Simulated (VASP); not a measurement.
VASP ran on this input.

INCAR:
```
SYSTEM  =  NiSi2
PREC  =  Accurate; ENCUT  =  520; LREAL  =  .FALSE.
LASPH  =  .TRUE.
EDIFF  =  1E-6; NELM  =  100; ALGO  =  Normal
LMAXMIX  =  4
ISMEAR  =  1; SIGMA  =  0.1
GGA  =  PE; IVDW  =  11
IBRION  =  2; NSW  =  60; ISIF  =  3
EDIFFG  =  -0.02
LWAVE  =  .FALSE.; LCHARG  =  .FALSE.
```

File KPOINTS:
```
K-points
0
gamma
9 9 9
0 0 0
```

### POSCAR
```
NiSi2
1
   -0.0000000000     2.6953484528     2.6953484528
    2.6953484528    -0.0000000000     2.6953484528
    2.6953484528     2.6953484528     0.0000000000
Si Ni
2 1
Direct
  0.2500000000   0.2500000000   0.2500000000
  0.7500000000   0.7500000000   0.7500000000
  0.0000000000   1.0000000000   0.0000000000
```

POTCAR, in this order: Si Ni (PBE.64 set). Program: vasp_std.

Q: Write an equivalent input for Quantum ESPRESSO's pw.x.

A: One equivalent input (not run):
```
&CONTROL
  calculation = 'vc-relax'
  pseudo_dir = './pseudo'
  outdir = './out'
  tprnfor = .true.
  tstress = .true.
  nstep = 60
  forc_conv_thr = 0.00078
/
&SYSTEM
  ibrav = 0
  nat = 3
  ntyp = 2
  ecutwfc = 98
  occupations = 'smearing'
  smearing = 'methfessel-paxton'
  degauss = 0.00735
  input_dft = 'pbe'
  vdw_corr = 'grimme-d3'
  dftd3_version = 3
  dftd3_threebody = .false.
/
&ELECTRONS
  conv_thr = 7.3e-08
  electron_maxstep = 100
/
&IONS
/
&CELL
/
ATOMIC_SPECIES
  Si 28.085 Si.upf
  Ni 58.693 Ni.upf
CELL_PARAMETERS angstrom
    -0.0000000    2.6953485    2.6953485
     2.6953485   -0.0000000    2.6953485
     2.6953485    2.6953485    0.0000000
ATOMIC_POSITIONS crystal
  Si   0.2500000  0.2500000  0.2500000
  Si   0.7500000  0.7500000  0.7500000
  Ni   0.0000000  1.0000000  0.0000000
K_POINTS automatic
  9 9 9 0 0 0
```
The two are equivalent in intent, not identical: the potentials are each code's own (VASP's PAW set, PseudoDojo norm-conserving files in pw.x), so ENCUT and ecutwfc are chosen apart and not converted; conv_thr bounds pw.x's estimated SCF error, while EDIFF bounds the energy change between steps; forc_conv_thr acts on force components and is met together with etot_conv_thr.

The compound is NiSi2 in the fluorite structure. This run relaxes it. Symmetry was kept, so distortions that lower it aren't found. The start is the result of an earlier pass.
